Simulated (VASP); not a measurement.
An input for Ansatz (written as the equivalent of a VASP run, and not itself run):

Ansatz 0.2 input:
```yaml
crystal:
  lattice:
    - [-1.5721751, 1.5721751, 3.8489549]
    - [1.5721751, -1.5721751, 3.8489549]
    - [1.5721751, 1.5721751, -3.8489549]
  atoms:
    - { symbol: Si, position: [0.6659817, 0.6659817, 0.0000000] }
    - { symbol: Si, position: [0.3340183, 0.3340183, 0.0000000] }
    - { symbol: W, position: [0.0000000, 0.0000000, 0.0000000] }
kpoints:
  mp_grid: { grid: [14, 14, 14] }
hamiltonian:
  xc: lda
  pseudopotentials: { kind: paw }
scf:
  occupations: { method: methfessel_paxton, width: 0.1 }
  max_iter: 100
relax:
  max_steps: 40
  f_tol: 0.02
  cell: { p_target: 10 }
output: { forces: true, stress: true, eigenvalues: true }
```

Question: Translate this input to VASP (INCAR, KPOINTS, POSCAR, choice of POTCAR).

Answer: One answer among several that fit: 
**POSCAR**
```
WSi2
1.0
 -1.5721751081   1.5721751081   3.8489548630
  1.5721751081  -1.5721751081   3.8489548630
  1.5721751081   1.5721751081  -3.8489548630
Si W
2 1
direct
  0.6659817237   0.6659817237   0.0000000000
  0.3340182763   0.3340182763   0.0000000000
  0.0000000000   0.0000000000   0.0000000000
```

**KPOINTS**
```
K-points
0
Gamma
  14 14 14
```

### INCAR
```
ISIF = 3
EDIFFG = -0.02   # ionic stop
LREAL = .FALSE.
LCHARG = .FALSE.
SIGMA = 0.1
ENCUT = 500   # plane-wave cut-off (eV)
ISMEAR = 1
LMAXMIX = 6
PSTRESS = 100   # kbar
LASPH = .TRUE.   # aspherical one-centre terms
SYSTEM = WSi2
LWAVE = .FALSE.
PREC = Accurate
NELM = 100
EDIFF = 1E-6   # SCF stop (eV)
NSW = 40
IBRION = 2
ALGO = Normal   # blocked Davidson
```

POTCAR, in this order: Si W_sv (LDA.64 set). Program: vasp_std.

What does not carry over: each code has its own PAW files, so the cut-off isn't converted (ENCUT is set for VASP's; basis.ecutwfc is left out, and Ansatz then takes the one that its files recommend); Ansatz stops its SCF on the density residual and VASP on the energy change (EDIFF); Ansatz's lda is the Perdew-Wang form, while the LDA potentials of VASP carry Perdew-Zunger's.

The compound is WSi2 in the MoSi2 type structure. This run relaxes it under an external pressure of 10 GPa. Symmetry was kept, so distortions that lower it aren't found.
